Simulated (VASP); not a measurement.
**AsRu under strain**

How does the pressure of AsRu answer to a change of volume? The bands are shown for each cell. All runs use PBEsol. Left out of this account: 1 further run (fields: a reference on another mesh). The start is a computed cell from the Materials Project.

Program: VASP 6.6.1. Level of theory: PBEsol; plane waves and PAW (As, Ru_pv). Results are calculated unless marked as measured.

## 1. The starting structure

The structure is orthorhombic, space group Pnma (No. 62). The conventional cell has a = 5.732 Å, b = 3.343 Å, c = 6.369 Å, α = 90.00°, β = 90.00°, γ = 90.00°. Nearest to As lie 6 Ru at 2.44 to 2.60 Å. Nearest to Ru lie 6 As at 2.44 to 2.60 Å. Farther neighbours are not listed.

As a file:

```xyz
8
Lattice="5.7315 0.0000 0.0000 0.0000 3.3428 0.0000 0.0000 0.0000 6.3687" Properties=species:S:1:pos:R:3 pbc="T T T"
As    3.9904    0.8357    0.4452
As    1.7411    2.5071    5.9235
As    1.1246    0.8357    2.7391
As    4.6069    2.5071    3.6295
Ru    2.8346    0.8357    4.4865
Ru    2.8969    2.5071    1.8822
Ru    5.7004    0.8357    5.0665
Ru    0.0311    2.5071    1.3022
```

## 2. Bands, cell as listed

The mesh alone shows little of the dispersion and can miss band extrema, so KPOINTS_OPT adds a path through the symmetry points after the self-consistent cycle. PBEsol restores the gradient expansion of exchange and is tuned for the cells of solids.

Contents of INCAR:

```
SYSTEM = AsRu
PREC = Accurate
ENCUT = 400
EDIFF = 1E-06
NELM = 100
ISMEAR = -1
SIGMA = 0.05
LREAL = .FALSE.
ALGO = Normal
GGA = PS
NBANDS = 59
LASPH = .TRUE.
LORBIT = 11
LWAVE = .FALSE.
LCHARG = .FALSE.
KPAR = 8
```

Contents of POSCAR:

```
AsRu
1.0
    5.7315034000      0.0000000000      0.0000000000
    0.0000000000      3.3427781800      0.0000000000
    0.0000000000      0.0000000000      6.3686909200
As Ru
4 4
Direct
    0.6962201500      0.2500000000      0.0699048100
    0.3037798500      0.7500000000      0.9300951900
    0.1962201500      0.2500000000      0.4300951900
    0.8037798500      0.7500000000      0.5699048100
    0.4945708900      0.2500000000      0.7044635600
    0.5054291100      0.7500000000      0.2955364400
    0.9945708900      0.2500000000      0.7955364400
    0.0054291100      0.7500000000      0.2044635600
```

Contents of KPOINTS:

```
Automatic mesh
0
Gamma
5 9 5
0 0 0
```

Contents of KPOINTS_OPT:

```
Line mode
12
Line-mode
Reciprocal
  0.00000000   0.00000000   0.00000000 GAMMA
  0.00000000  -0.50000000   0.00000000 X

  0.00000000  -0.50000000   0.00000000 X
 -0.50000000  -0.50000000   0.00000000 S

 -0.50000000  -0.50000000   0.00000000 S
 -0.50000000   0.00000000   0.00000000 Y

 -0.50000000   0.00000000   0.00000000 Y
  0.00000000   0.00000000   0.00000000 GAMMA

  0.00000000   0.00000000   0.00000000 GAMMA
  0.00000000   0.00000000  -0.50000000 Z

  0.00000000   0.00000000  -0.50000000 Z
  0.00000000  -0.50000000  -0.50000000 U

  0.00000000  -0.50000000  -0.50000000 U
 -0.50000000  -0.50000000  -0.50000000 R

 -0.50000000  -0.50000000  -0.50000000 R
 -0.50000000   0.00000000  -0.50000000 T

 -0.50000000   0.00000000  -0.50000000 T
  0.00000000   0.00000000  -0.50000000 Z

 -0.50000000   0.00000000   0.00000000 Y
 -0.50000000   0.00000000  -0.50000000 T

  0.00000000  -0.50000000  -0.50000000 U
  0.00000000  -0.50000000   0.00000000 X

 -0.50000000  -0.50000000   0.00000000 S
 -0.50000000  -0.50000000  -0.50000000 R
```

PAW data sets: As and Ru_pv (PBE family, release 64).

Run with:

```sh
> mpirun -np 8 vasp_std
```

What it wrote:

```text
[banner, memory and clock lines left out]
running    8 mpi-ranks, on    1 nodes
 distrk:  each k-point on    1 cores,    8 groups
 distr:  one band on    1 cores,    1 groups

 POSCAR found type information on POSCAR AsRu
 POSCAR found :  2 types and       8 ions
|                                                                             |
|           W    W    AA    RRRRR   N    N  II  N    N   GGGG   !!!           |
|           W    W   A  A   R    R  NN   N  II  NN   N  G    G  !!!           |
|           W    W  A    A  R    R  N N  N  II  N N  N  G       !!!           |
|           W WW W  AAAAAA  RRRRR   N  N N  II  N  N N  G  GGG   !            |
|           WW  WW  A    A  R   R   N   NN  II  N   NN  G    G                |
|           W    W  A    A  R    R  N    N  II  N    N   GGGG   !!!           |
|                                                                             |
|     For optimal performance we recommend to set                             |
|       NCORE = 2 up to number-of-cores-per-socket                            |
|     NCORE specifies how many cores store one orbital (NPAR=cpu/NCORE).      |
|     This setting can greatly improve the performance of VASP for DFT.       |
|     The default, NCORE=1 might be grossly inefficient on modern             |
|     multi-core architectures or massively parallel machines. Do your        |
|     Unfortunately you need to use the default for GW and RPA                |
|     calculations (for HF NCORE is supported but not extensively tested      |
|     yet).                                                                   |
|                                                                             |

|                                                                             |
|               ----> ADVICE to this user running VASP <----                  |
|                                                                             |
|     You enforced a specific xc type in the INCAR file but a different       |
|     [... a line on the potential file left out ...]
|     I HOPE YOU KNOW WHAT YOU ARE DOING!                                     |
|                                                                             |

 LDA part: xc-table for (Slater+PW92), standard interpolation
 POSCAR, INCAR and KPOINTS ok, starting setup
 FFT: planning ... GRIDC
 FFT: planning ... GRID_SOFT
 FFT: planning ... GRID
 WAVECAR not read
 entering main loop
       N       E                     dE             d eps       ncg     rms          rms(c)
DAV:   1     0.667254262370E+03    0.66725E+03   -0.36000E+04  5710   0.106E+03
DAV:   2    -0.355675683772E+02   -0.70282E+03   -0.66974E+03  5808   0.350E+02
DAV:   3    -0.647127062626E+02   -0.29145E+02   -0.28505E+02  6068   0.716E+01
DAV:   4    -0.650877423711E+02   -0.37504E+00   -0.37435E+00  6124   0.738E+00
DAV:   5    -0.650978041514E+02   -0.10062E-01   -0.10060E-01  7238   0.113E+00    0.269E+01
DAV:   6    -0.637173132510E+02    0.13805E+01   -0.61300E+00  5790   0.149E+01    0.850E+00
DAV:   7    -0.634110120948E+02    0.30630E+00   -0.11175E+00  5599   0.677E+00    0.730E+00
DAV:   8    -0.632914480627E+02    0.11956E+00   -0.31988E-01  5899   0.310E+00    0.692E-01
DAV:   9    -0.632907042734E+02    0.74379E-03   -0.72795E-03  6494   0.347E-01    0.431E-01
DAV:  10    -0.632903286308E+02    0.37564E-03   -0.19379E-03  5814   0.242E-01    0.101E-01
DAV:  11    -0.632902546138E+02    0.74017E-04   -0.23446E-04  6111   0.779E-02    0.314E-02
DAV:  12    -0.632902560971E+02   -0.14833E-05   -0.25555E-05  6332   0.198E-02    0.708E-03
DAV:  13    -0.632902548642E+02    0.12329E-05   -0.34821E-06  5626   0.936E-03    0.354E-03
DAV:  14    -0.632902546043E+02    0.25986E-06   -0.15626E-07  3172   0.194E-03
   1 F= -.63290255E+02 E0= -.63266048E+02  d E =-.484132E-01
 Start KPOINTS_OPT (optional k-point list driver)
k-point batch [1-45\144]
       N       E                     dE             ncg
DAV:   1     0.968812661150E+04   -0.56040E+05     5766
DAV:   2    -0.218629572912E+05   -0.31551E+05     5813
DAV:   3    -0.231451951751E+05   -0.12822E+04     6175
DAV:   4    -0.231624903322E+05   -0.17295E+02     6107
DAV:   5    -0.231629910031E+05   -0.50067E+00     7534
DAV:   6    -0.231630083714E+05   -0.17368E-01     6649
DAV:   7    -0.231630085207E+05   -0.14931E-03     7034
DAV:   8    -0.231630085221E+05   -0.13517E-05     4065
DAV:   9    -0.231630085223E+05   -0.25851E-06     3687
[...]
k-point batch [136-144\144]
       N       E                     dE             ncg
DAV:   1     0.577394795444E+05   -0.19645E+05     1150
DAV:   2     0.515225313620E+05   -0.62169E+04     1167
DAV:   3     0.512710280069E+05   -0.25150E+03     1187
DAV:   4     0.512679514111E+05   -0.30766E+01     1264
DAV:   5     0.512678755322E+05   -0.75879E-01     1442
DAV:   6     0.512678738171E+05   -0.17151E-02     1348
DAV:   7     0.512678738053E+05   -0.11866E-04     1313
DAV:   8     0.512678738052E+05   -0.11078E-06      788
```

It took 2.2 min on 8 MPI ranks of AMD EPYC 7R13 (Zen 3), shared host; peak memory 3.2 GiB; 17 min of CPU time.

Lines that name or quote the potential files are left out of all logs, and their timing lines are given in words.

OUTCAR, selected parts (step 2):

```text
ion  position               nearest neighbor table
   1  0.696  0.250  0.070-   7 2.44   6 2.46   6 2.46   8 2.58   8 2.58   5 2.60
   2  0.304  0.750  0.930-   8 2.44   5 2.46   5 2.46   7 2.58   7 2.58   6 2.60
   3  0.196  0.250  0.430-   5 2.44   8 2.46   8 2.46   6 2.58   6 2.58   7 2.60
   4  0.804  0.750  0.570-   6 2.44   7 2.46   7 2.46   5 2.58   5 2.58   8 2.60
   5  0.495  0.250  0.704-   3 2.44   2 2.46   2 2.46   4 2.58   4 2.58   1 2.60   7 2.92   7 2.92
                             6 3.10   6 3.10
   6  0.505  0.750  0.296-   4 2.44   1 2.46   1 2.46   3 2.58   3 2.58   2 2.60   8 2.92   8 2.92
                             5 3.10   5 3.10
   7  0.995  0.250  0.796-   1 2.44   4 2.46   4 2.46   2 2.58   2 2.58   3 2.60   5 2.92   5 2.92
                             8 3.10   8 3.10
   8  0.005  0.750  0.204-   2 2.44   3 2.46   3 2.46   1 2.58   1 2.58   4 2.60   6 2.92   6 2.92
                             7 3.10   7 3.10

  LATTYP: Found a simple orthorhombic cell.
 ALAT       =     3.3427781800
 B/A-ratio  =     1.7145928002
 C/A-ratio  =     1.9052089541

 Subroutine GETGRP returns: Found  8 space group operations
 (whereof  2 operations were pure point group operations)

The static configuration has the point symmetry S_2 .
 The point group associated with its full space group is D_2h.

 Found     45 irreducible k-points:

   k-points           NKPTS =     45   k-points in BZ     NKDIM =     45   number of bands    NBANDS=     59

   dimension x,y,z NGX =    40 NGY =   24 NGZ =   42
   dimension x,y,z NGXF=    80 NGYF=   48 NGZF=   84

   ENCUT  =  400.0 eV  29.40 Ry    5.42 a.u.   9.35  5.45 10.39*2*pi/ulx,y,z

   NELECT =      76.0000    total number of electrons

 k-points in reciprocal lattice and weights: Automatic mesh
   0.00000000  0.00000000  0.00000000       0.004
   0.20000000  0.00000000  0.00000000       0.009
   0.40000000  0.00000000  0.00000000       0.009
   0.00000000  0.11111111  0.00000000       0.009
   0.20000000  0.11111111  0.00000000       0.018
   0.40000000  0.11111111  0.00000000       0.018
   0.00000000  0.22222222  0.00000000       0.009
   0.20000000  0.22222222  0.00000000       0.018
   0.40000000  0.22222222  0.00000000       0.018
[...]
0.20000000  0.44444444  0.40000000       0.036
   0.40000000  0.44444444  0.40000000       0.036

 average (electrostatic) potential at core
       1 -45.3087       2 -45.3087       3 -45.3087       4 -45.3087       5 -69.5660
       6 -69.5660       7 -69.5660       8 -69.5660

 E-fermi :   9.7236

 k-point     1 :       0.0000    0.0000    0.0000
  band No.  band energies     occupation
    ...
     35       8.8358      2.00000
     36       8.8863      2.00000
     37       9.0455      2.00000
     38       9.3246      1.99932
     39       9.4222      1.99519
     40      10.4937      0.00000
     41      10.9626      0.00000
     42      11.9196      0.00000
     43      12.1571      0.00000
     44      12.3305      0.00000
    ...

 k-point     2 :       0.2000    0.0000    0.0000
  band No.  band energies     occupation
    ...
     34       8.3836      2.00000
     35       8.7154      2.00000
     36       8.9243      2.00000
     37       9.2280      1.99990
     38       9.4553      1.99070
     39      10.0452      0.00321
     40      10.3909      0.00000
     41      10.7434      0.00000
     42      12.1041      0.00000
     43      12.1871      0.00000
    ...

 k-point     3 :       0.4000    0.0000    0.0000
  band No.  band energies     occupation
    ...
     34       8.4248      2.00000
     35       8.7240      2.00000
     36       9.0215      2.00000
     37       9.1335      1.99999
     38       9.1939      1.99995
     39      10.1826      0.00021
     40      10.2395      0.00007
     41      11.3654      0.00000
     42      12.1525      0.00000
     43      12.2337      0.00000
    ...

  Total       -3.6109046     -3.1675795     -2.6531262      0.0000000      0.0000000      0.0000000
  in kB      -47.4133144    -41.5921933    -34.8371172      0.0000000      0.0000000      0.0000000
  external PRESSURE =     -41.2808750 kB  Pullay stress =       0.0000000 kB

  energy-cutoff  :      400.00
  volume of cell :      122.02
      direct lattice vectors                 reciprocal lattice vectors
     5.731503400  0.000000000  0.000000000     0.174474292  0.000000000  0.000000000
     0.000000000  3.342778180  0.000000000     0.000000000  0.299152366  0.000000000
     0.000000000  0.000000000  6.368690920     0.000000000  0.000000000  0.157018140

 POSITION                                       TOTAL-FORCE (eV/Angst)
 -----------------------------------------------------------------------------------
      3.99039      0.83569      0.44520         0.044029      0.000000     -0.023557
      1.74112      2.50708      5.92349        -0.044029      0.000000      0.023557
      1.12464      0.83569      2.73914         0.044029      0.000000      0.023557
      4.60687      2.50708      3.62955        -0.044029      0.000000     -0.023557
      2.83463      0.83569      4.48651         0.103245      0.000000     -0.104449
      2.89687      2.50708      1.88218        -0.103245      0.000000      0.104449
      5.70039      0.83569      5.06653         0.103245     -0.000000      0.104449
      0.03112      2.50708      1.30217        -0.103245     -0.000000     -0.104449
 -----------------------------------------------------------------------------------
    total drift:                               -0.000000     -0.000000     -0.000000

  FREE ENERGIE OF THE ION-ELECTRON SYSTEM (eV)
  ---------------------------------------------------
  free  energy   TOTEN  =       -63.2902546043 eV

  energy  without entropy=      -63.2418413781  energy(sigma->0) =      -63.26604799

 total charge
# of ion       s       p       d       tot
------------------------------------------
    1        1.199   1.479   0.120   2.799
    2        1.199   1.479   0.120   2.799
    3        1.199   1.479   0.120   2.799
    4        1.199   1.479   0.120   2.799
    5        0.294   6.250   6.195  12.739
    6        0.294   6.250   6.195  12.739
    7        0.294   6.250   6.195  12.739
    8        0.294   6.250   6.195  12.739
--------------------------------------------------
tot          5.974  30.920  25.259  62.153

[... 3 further parts left out ...]
```

Spin-orbit coupling is off here; it would split degenerate levels. The PAW data sets were made with PBE, which is usual practice but a small mismatch for other functionals. At this level the cell is under a tension of 4.1 GPa, so at these settings it is away from equilibrium.

Numbers from this step:

```
SCF cycles              : 14
electrons               : 76
bands                   : 59
irreducible k-points    : 45
symmetry operations     : 8
free energy (TOTEN)     : -63.2903 eV
energy at zero smearing : -63.2660 eV
Fermi energy            : 9.724 eV
pressure                : -4.128 GPa
metallic                : yes
```

Electronic bands along the path, in eV, zero at the Fermi level; # counts the bands kept, so #1 is VASP's band 17:

```tsv
point	#19	#20	#21	#22	#23	#24	#25	#26
Γ	-0.89	-0.84	-0.68	-0.40	-0.30	0.77	1.24	2.20
0.45 of the way	-0.92	-0.92	-0.44	-0.26	-0.12	1.04	1.63	1.87
X	-0.82	-0.82	-0.11	-0.11	0.17	0.17	1.41	1.41
0.55 of the way	-0.44	-0.44	-0.08	-0.08	0.06	0.06	1.38	1.38
S	-0.43	-0.43	0.01	0.01	0.01	0.01	1.50	1.50
0.45 of the way	-0.82	-0.82	-0.09	-0.09	0.53	0.53	1.37	1.37
Y	-0.76	-0.76	-0.64	-0.64	0.42	0.42	2.32	2.32
0.45 of the way	-1.09	-0.77	-0.53	-0.32	0.59	0.78	0.82	2.36
Γ	-0.89	-0.84	-0.68	-0.40	-0.30	0.77	1.24	2.20
0.45 of the way	-1.35	-0.80	-0.62	-0.47	0.47	0.78	1.47	2.00
Z	-1.16	-1.16	-0.60	-0.60	1.40	1.40	1.80	1.80
0.55 of the way	-0.93	-0.93	-0.49	-0.49	0.75	0.75	1.52	1.52
U	-0.89	-0.89	-0.03	-0.03	0.00	0.00	1.27	1.27
0.55 of the way	-0.78	-0.78	-0.03	-0.03	0.02	0.02	1.58	1.58
R	-0.85	-0.85	-0.01	-0.01	-0.01	-0.01	2.44	2.44
0.55 of the way	-1.01	-1.01	-0.15	-0.15	0.96	0.96	1.14	1.14
T	-1.07	-1.07	-0.39	-0.39	1.32	1.32	1.39	1.39
0.45 of the way	-0.81	-0.81	-0.60	-0.60	1.10	1.10	1.86	1.86
Z	-1.16	-1.16	-0.60	-0.60	1.40	1.40	1.80	1.80
jump to Y	-0.76	-0.76	-0.64	-0.64	0.42	0.42	2.32	2.32
0.45 of the way	-0.84	-0.84	-0.63	-0.63	0.68	0.68	2.08	2.08
T	-1.07	-1.07	-0.39	-0.39	1.32	1.32	1.39	1.39
jump to U	-0.89	-0.89	-0.03	-0.03	0.00	0.00	1.27	1.27
0.45 of the way	-0.91	-0.91	-0.08	-0.08	0.08	0.08	1.20	1.20
X	-0.82	-0.82	-0.11	-0.11	0.17	0.17	1.41	1.41
jump to S	-0.43	-0.43	0.01	0.01	0.01	0.01	1.50	1.50
```

Of the projections kept (As, Ru), the largest for each band there; the rest of the weight can lie on other orbitals:

```tsv
point	#19	#20	#21	#22	#23	#24	#25	#26
Γ	Ru 0.91	Ru 0.98	As 0.53	Ru 0.96	Ru 0.93	Ru 0.91	Ru 0.57	Ru 0.78
X	Ru 0.89	Ru 0.89	Ru 0.96	Ru 0.96	Ru 0.98	Ru 0.98	Ru 0.92	Ru 0.92
S	Ru 0.91	Ru 0.91	Ru 0.96	Ru 0.96	Ru 0.96	Ru 0.96	Ru 0.78	Ru 0.78
Y	Ru 0.93	Ru 0.93	Ru 0.98	Ru 0.98	Ru 0.66	Ru 0.66	Ru 0.55	Ru 0.55
Γ	Ru 0.91	Ru 0.98	As 0.53	Ru 0.96	Ru 0.93	Ru 0.91	Ru 0.57	Ru 0.78
Z	Ru 0.90	Ru 0.90	Ru 0.99	Ru 0.99	Ru 0.85	Ru 0.85	Ru 0.61	Ru 0.61
```

Force by atom:

```tsv
atom	x (eV/Å)	y (eV/Å)	z (eV/Å)	size
As1	0.044	0.000	-0.024	0.050
As2	-0.044	0.000	0.024	0.050
As3	0.044	0.000	0.024	0.050
As4	-0.044	0.000	-0.024	0.050
Ru5	0.103	0.000	-0.104	0.147
Ru6	-0.103	0.000	0.104	0.147
Ru7	0.103	0.000	0.104	0.147
Ru8	-0.103	0.000	-0.104	0.147
```

There is no gap at this level.

(Part 1 of 4 ends here.)

[Lines on the potential files, build, host, timing and source positions are cut from VASP's logs without a mark.]

[Logs are printed without paths, hosts, clocks, repeated set-up lines and the standing remarks that a program may print on its own settings, such as how far it seeks lower states.]

[Hosts, paths, dates, database ids (printed as entryN), source tags and the programs' standing remarks are cut or masked in the printed files.]

[A measured line is paired with the nearest computed mode of its activity, which favours agreement.]
